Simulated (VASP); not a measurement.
Data:

```
FeNi3
1.0
    3.40138     0.00000     0.00000
    0.00000     3.40138     0.00000
    0.00000     0.00000     3.40138
Fe Ni
1 3
Cartesian
  0.00000   0.00000   0.00000
  0.00000   1.70069   1.70069
  1.70069   0.00000   1.70069
  1.70069   1.70069   0.00000
```
Starting moments (μB, in the order of the record's atoms Fe Ni Ni Ni): 2.8 0.6 0.6 0.6.

The numbers are results of PBEsol GGA, VASP's PBE PAW potentials (set 64) (plane waves; VASP), not measurements. Numerical set-up: 500 eV cut-off, 9×9×9 Γ-centred mesh, first-order Methfessel-Paxton smearing of 0.10 eV, potentials Fe Ni.

Problem. Predict the cell moment, energy per atom (σ→0), pressure, band gap (on the k-mesh) with the smallest direct gap where there is one.

Solution. 
```yaml
band gap (on the k-mesh): none (metal, semimetal or under 0.01 eV)
cell_moment: 4.46 μB
energy per atom (σ→0): -6.867 eV/atom
pressure: 20.05 GPa
```

Problem. Give the moment on each site (PAW-sphere projection).

Solution. 
```
site  moment (μB)
----  -----------
Fe1          2.72
Ni2          0.57
Ni3          0.57
Ni4          0.57
```

The compound is Ni3Fe in the L1_2 structure. It was relaxed first under an external pressure of 20 GPa.
